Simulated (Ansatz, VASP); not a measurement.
# ZnB in VASP and in Ansatz

```xyz
2
Lattice="2.8093 0.0000 0.0000 0.0000 2.8093 0.0000 0.0000 0.0000 3.2814" Properties=species:S:1:pos:R:3 pbc="T T T"
Zn    1.4047    1.4047    1.6407
B     0.0000    0.0000    0.0000
```

Change from the starting cell: species swapped into the ZrIr type (P4/mmm, No. 123).

Alike in both runs: task single point; functional PBE; k mesh 6 × 6 × 6; occupations gaussian, width 0.1 eV; no spin polarisation.

|  | VASP | Ansatz |
| --- | --- | --- |
| version | VASP 6.6.1 | Ansatz 0.2.0 |
| potentials or method | VASP PAW PBE potentials, release 64 (Zn, B) | scalar-relativistic, plane waves, PAW |
| plane-wave cutoff (eV) | 520 | 420 |
| valence electrons in the cell | 15 | 15 |

Ansatz gave:

```
gap on the k mesh at the Fermi level (eV)       : none
pressure (GPa)                                  : -13.1
largest component of the traceless stress (GPa) : 2.26
```

**Question.** Which values does VASP return?

**Answer.** gap on the k mesh at the Fermi level (eV): none; pressure (GPa): -13.0; largest component of the traceless stress (GPa): 2.29.

A gap of «none» marks a metal or a gap that the smearing closes.

Caveats: the k mesh is coarse (spacing up to 0.37 Å⁻¹), so the values aren't converged.
